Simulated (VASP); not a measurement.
Computed with r2SCAN meta-GGA, VASP's PBE PAW potentials (set 64) (plane waves; VASP).

VASP ran on this input.

### INCAR
```
ALGO  =  Normal
EDIFF  =  1E-6
EDIFFG  =  -0.02
ENCUT  =  400
IBRION  =  2
ISIF  =  3
ISMEAR  =  0
LASPH  =  T
LCHARG  =  F
LMAXMIX  =  4
LMIXTAU  =  T
LREAL  =  F
LWAVE  =  F
METAGGA  =  R2SCAN
NELM  =  100
NSW  =  60
PREC  =  Accurate
SIGMA  =  0.05
SYSTEM  =  CdS
```

File KPOINTS:
```
Automatic mesh
0
Gamma
6 6 3
0 0 0
```

POSCAR:
```
CdS
1
    2.0609773196    -3.5697172613     0.0000000000
    2.0609773196     3.5697172613     0.0000000000
    0.0000000000     0.0000000000     6.6949327654
Cd S
2 2
Direct
  0.6666670000   0.3333330000   0.5000050941
  0.3333330000   0.6666670000   0.0000050941
  0.6666670000   0.3333330000   0.8769949059
  0.3333330000   0.6666670000   0.3769949059
```

POTCAR, in this order: Cd S (PBE.64 set). Program: vasp_std.

Task: What will the output report for the number of irreducible k-points (NKPTS), number of bands (NBANDS), largest plane-wave count, number of space-group operations, FFT grid (NGX, NGY, NGZ)?

Result: 
```json
{
  "number of irreducible k-points (NKPTS)": "14",
  "number of bands (NBANDS)": "22",
  "largest_plane_wave_count": "1806",
  "number_of_space_group_operations": "12",
  "FFT grid (NGX, NGY, NGZ)": "28 × 28 × 48"
}
```

The compound is CdS in the wurtzite structure. This run relaxes it. Symmetry was kept, so distortions that lower it aren't found. The start is the result of an earlier pass.
